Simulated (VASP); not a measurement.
Output of a VASP run:

OSZICAR:
```
       N       E                     dE             d eps       ncg     rms          rms(c)
DAV:   1     0.153010396977E+03    0.15301E+03   -0.18780E+04  2008   0.158E+03
DAV:   2    -0.658235753456E+02   -0.21883E+03   -0.21260E+03  2768   0.335E+02
DAV:   3    -0.728215474819E+02   -0.69980E+01   -0.69803E+01  2400   0.642E+01
DAV:   4    -0.728710914829E+02   -0.49544E-01   -0.49491E-01  2348   0.621E+00
DAV:   5    -0.728715947216E+02   -0.50324E-03   -0.50317E-03  2316   0.617E-01    0.179E+01
DAV:   6    -0.599625771986E+02    0.12909E+02   -0.10565E+01  2276   0.217E+01    0.979E+00
DAV:   7    -0.584372099728E+02    0.15254E+01   -0.19948E+00  2196   0.140E+01    0.335E+00
DAV:   8    -0.614929930636E+02   -0.30558E+01   -0.12357E+00  2160   0.955E+00    0.195E+00
DAV:   9    -0.584187108389E+02    0.30743E+01   -0.94715E-01  2152   0.730E+00    0.669E-01
DAV:  10    -0.586354098605E+02   -0.21670E+00   -0.63389E-02  2296   0.271E+00    0.460E-01
DAV:  11    -0.587412641696E+02   -0.10585E+00   -0.27017E-02  2252   0.138E+00    0.168E-01
DAV:  12    -0.587851769969E+02   -0.43913E-01   -0.21003E-02  2080   0.184E+00    0.117E-01
DAV:  13    -0.587854165358E+02   -0.23954E-03   -0.12489E-03  2208   0.418E-01    0.655E-02
DAV:  14    -0.587859443783E+02   -0.52784E-03   -0.82465E-04  2320   0.217E-01    0.273E-02
DAV:  15    -0.587859723831E+02   -0.28005E-04   -0.79626E-05  2260   0.939E-02    0.109E-02
DAV:  16    -0.587859938288E+02   -0.21446E-04   -0.11750E-05  2176   0.437E-02    0.803E-03
DAV:  17    -0.587859937967E+02    0.32090E-07   -0.28565E-06  2336   0.123E-02    0.370E-03
DAV:  18    -0.587859942239E+02   -0.42721E-06   -0.21220E-07  1440   0.520E-03    0.121E-03
DAV:  19    -0.587859942159E+02    0.79926E-08   -0.12769E-07  1220   0.344E-03
   1 F= -.58785994E+02 E0= -.58785994E+02  d E =0.000000E+00
       N       E                     dE             ncg
       N       E                     dE             ncg
```

**OUTCAR**
```
------------------------ aborting loop because EDIFF is reached ----------------------------------------
  FORCE on cell =-STRESS in cart. coord.  units (eV):
  Direction    XX          YY          ZZ          XY          YZ          ZX
  --------------------------------------------------------------------------------------
  Total        0.0092614      0.0092614     -0.0444709     -0.0000000      0.0000000      0.0000000
  in kB        0.3171577      0.3171577     -1.5229050     -0.0000000      0.0000000      0.0000000
  external PRESSURE =      -0.2961965 kB  Pullay stress =       0.0000000 kB
  volume of cell :       46.79
      direct lattice vectors                 reciprocal lattice vectors
     4.183323580  0.000000000  0.000000000     0.239044382  0.000000000  0.000000000
     0.000000000  4.183323580  0.000000000     0.000000000  0.239044382  0.000000000
     0.000000000  0.000000000  2.673440315     0.000000000  0.000000000  0.374049869
 POSITION                                       TOTAL-FORCE (eV/Angst)
 -----------------------------------------------------------------------------------
      0.00000      0.00000      0.00000         0.000000      0.000000      0.000000
      2.09166      2.09166      1.33672         0.000000      0.000000      0.000000
      1.28017      1.28017      0.00000        -0.009528     -0.009528     -0.000000
      3.37183      0.81149      1.33672        -0.009528      0.009528      0.000000
      0.81149      3.37183      1.33672         0.009528     -0.009528     -0.000000
      2.90316      2.90316      0.00000         0.009528      0.009528      0.000000
 -----------------------------------------------------------------------------------
    total drift:                                0.000000     -0.000000      0.000000
  FREE ENERGIE OF THE ION-ELECTRON SYSTEM (eV)
  ---------------------------------------------------
  free  energy   TOTEN  =       -58.7859942159 eV

  energy  without entropy=      -58.7859942159  energy(sigma->0) =      -58.78599422

 total charge

# of ion       s       p       d       tot
------------------------------------------
    1        0.570   0.863   0.000   1.433
    2        0.570   0.863   0.000   1.433
    3        1.556   3.720   0.000   5.276
    4        1.556   3.720   0.000   5.276
    5        1.556   3.720   0.000   5.276
    6        1.556   3.720   0.000   5.276
--------------------------------------------------
tot          7.367  16.605   0.000  23.971

 Electric field gradients after diagonalization (V/A^2)
 (convention: |V_zz| > |V_xx| > |V_yy|)
----------------------------------------------------------------------
 ion       V_xx      V_yy      V_zz     asymmetry (V_yy - V_xx)/ V_zz
----------------------------------------------------------------------
   1     -17.104    -3.361    20.465       0.672
   2     -17.104    -3.361    20.465       0.672
   3      63.042    47.877  -110.919       0.137
   4      63.042    47.877  -110.919       0.137
   5      63.042    47.877  -110.919       0.137
   6      63.042    47.877  -110.919       0.137
```
(Selected blocks of OUTCAR.)

### POSCAR
```
SiO2
1
    4.1833235799    -0.0000000000     0.0000000000
    0.0000000000     4.1833235799     0.0000000000
    0.0000000000     0.0000000000     2.6734403145
Si O
2 4
Direct
  0.0000000000   0.0000000000   0.0000000000
  0.5000000000   0.5000000000   0.5000000000
  0.3060169500   0.3060169500   0.0000000000
  0.8060169500   0.1939830500   0.5000000000
  0.1939830500   0.8060169500   0.5000000000
  0.6939830500   0.6939830500   0.0000000000
```

**Question.** Write an INCAR and KPOINTS that could have produced this output.

**Answer.** One answer among several that fit: the input of the run itself, r2SCAN meta-GGA, plane waves, VASP's PBE PAW potentials (set 64).

INCAR:
```
ALGO = Normal
EDIFF = 1E-7
ENCUT = 520
ISIF = 2
ISMEAR = -5
LASPH = .TRUE.
LCHARG = .FALSE.
LEFG = .TRUE.
LMIXTAU = .TRUE.
LORBIT = 11
LREAL = .FALSE.
LWAVE = .FALSE.
METAGGA = R2SCAN
NEDOS = 601
NELM = 100
PREC = Accurate
SYSTEM = SiO2
```

### KPOINTS_OPT
```
k-points along high-symmetry lines
6
Line-mode
Reciprocal
  0.000000   0.000000   0.000000 ! GAMMA
  0.000000   0.500000   0.000000 ! X

  0.000000   0.500000   0.000000 ! X
  0.500000   0.500000   0.000000 ! M

  0.500000   0.500000   0.000000 ! M
  0.000000   0.000000   0.000000 ! GAMMA

  0.000000   0.000000   0.000000 ! GAMMA
  0.000000   0.000000   0.500000 ! Z

  0.000000   0.000000   0.500000 ! Z
  0.000000   0.500000   0.500000 ! R

  0.000000   0.500000   0.500000 ! R
  0.500000   0.500000   0.500000 ! A

  0.500000   0.500000   0.500000 ! A
  0.000000   0.000000   0.500000 ! Z

  0.000000   0.500000   0.000000 ! X
  0.000000   0.500000   0.500000 ! R

  0.500000   0.500000   0.000000 ! M
  0.500000   0.500000   0.500000 ! A
```

File KPOINTS:
```
kpoints
0
G
 6 6 9
```

POTCAR, in this order: Si O (PBE.64 set). Program: vasp_std.

The compound is SiO2 in the rutile structure, stishovite, a high-pressure form. It was relaxed first.
